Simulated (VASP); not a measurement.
CaS (rock salt), at 1.04 of the tabulated volume:

```
CELL_PARAMETERS angstrom
      0.00000     2.88244     2.88244
      2.88244     0.00000     2.88244
      2.88244     2.88244     0.00000
ATOMIC_POSITIONS crystal
  Ca 0.00000 0.00000 0.00000
  S  0.50000 0.50000 0.50000
```

The lowest empty band near X, direction across the valley's axis, from mBJ (TB09) with spin-orbit coupling in VASP (PAW); its two spin partners are averaged. The gap over the points computed is 3.47 eV, and the next band on that side lies 2.31 eV away at the edge.

Numerical set-up: 400 eV cut-off, 9×9×9 Γ-centred mesh, Gaussian smearing of 0.050 eV, potentials Ca_sv S.

```csv
distance from the edge in k (1/Å),distance in energy (meV)
0.018,3.2
0.025,6.1
0.035,12.0
0.050,24.4
0.070,47.7
```

Task: Fit E(1 + αE) = ħ²k²/2m* (ħ²/2m0 = 3.810 eV Å²) and predict the row at 0.095 1/Å.

Result: The rows don't resolve α, so a parabola serves: the electron mass is m* = 0.391 m0, and so 87.9 meV. The run gave 87.3 meV, -0.6 meV from the fit.

Left out are points under 3 meV from the edge, since the levels carry 0.1 meV, and points farther than half the way to the next band.

The compound is CaS in the rock salt structure. The cell was not relaxed at this level.
